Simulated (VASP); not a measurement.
Data:

```xyz
1
Lattice="2.8376 0.0000 0.0000 0.0000 2.8376 0.0000 0.0000 0.0000 2.8376" Properties=species:S:1:pos:R:3 pbc="T T T"
Se     0.0000     0.0000     0.0000
```

The numbers are results of r2SCAN meta-GGA, VASP's PBE PAW potentials (set 64) (plane waves; VASP 6.6.1), not measurements. Settings: 400 eV cut-off, 8×8×8 Γ-centred mesh, Gaussian smearing of 0.050 eV, potentials Se.

The ions, cell shape and volume are relaxed. Which structure does the run end with?

```xyz
1
Lattice="2.8197 0.0000 0.0000 0.0000 2.8197 0.0000 0.0000 0.0000 2.8197" Properties=species:S:1:pos:R:3 pbc="T T T"
Se     0.0000     0.0000     0.0000
```
Space group Pm-3m (221), at a tolerance of 0.03 Å.

How do energy and volume change from the first to the last step?

The energy (σ→0) changes by -2.0 meV/atom and the volume by -1.9 %, in 3 ionic steps.

```
step  E(σ→0) (eV)  max force (eV/Å)  pressure (GPa)  volume (Å³)
----  -----------  ----------------  --------------  -----------
1        -14.0529             0.000           -1.44        22.85
2        -14.0542             0.000            0.89        22.18
3        -14.0549             0.000            0.01        22.42
```

The structure was generated: Se was put into the simple-cubic type (Pm-3m), which need not be its known phase. This run relaxes it. Symmetry was kept, so distortions that lower it aren't found.
